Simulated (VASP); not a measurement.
Given:

```xyz
4
Lattice="1.2015 -2.0810 0.0000 1.2015 2.0810 0.0000 0.0000 0.0000 5.2475" Properties=species:S:1:pos:R:3 pbc="T T T"
C      1.2015    -2.0810     1.3119
C      1.2015     2.0810     3.9356
C      1.2015     0.6937     1.3119
C      1.2015    -0.6937     3.9356
```

These are LDA (Ceperley-Alder, Perdew-Zunger), VASP's LDA PAW potentials (set 64) (plane waves; VASP) values and carry that method's errors. Settings: 620 eV cut-off, 10×10×4 Γ-centred mesh, Gaussian smearing of 0.050 eV, potentials C.

Energy and stress use the plane-wave basis of the starting cell.

**Question.** The ions, cell shape and volume at an external pressure of 45.0 GPa are relaxed. Which structure does the run end with?

**Answer.** 
```xyz
4
Lattice="1.1931 -2.0665 0.0000 1.1931 2.0665 0.0000 0.0000 0.0000 5.0260" Properties=species:S:1:pos:R:3 pbc="T T T"
C      0.0000     0.0000     1.2565
C      0.0000     0.0000     3.7695
C      1.1931     0.6888     1.2565
C      1.1931    -0.6888     3.7695
```
Space group P6_3/mmc (194), at a tolerance of 0.03 Å.

**Question.** How do energy and volume change from the first to the last step?

**Answer.** The energy (σ→0) changes by +84.0 meV/atom and the volume by -5.6 %, in 5 ionic steps.

The compound is C in the graphite structure. This run relaxes it under an external pressure of 45 GPa. Symmetry was kept, so distortions that lower it aren't found.
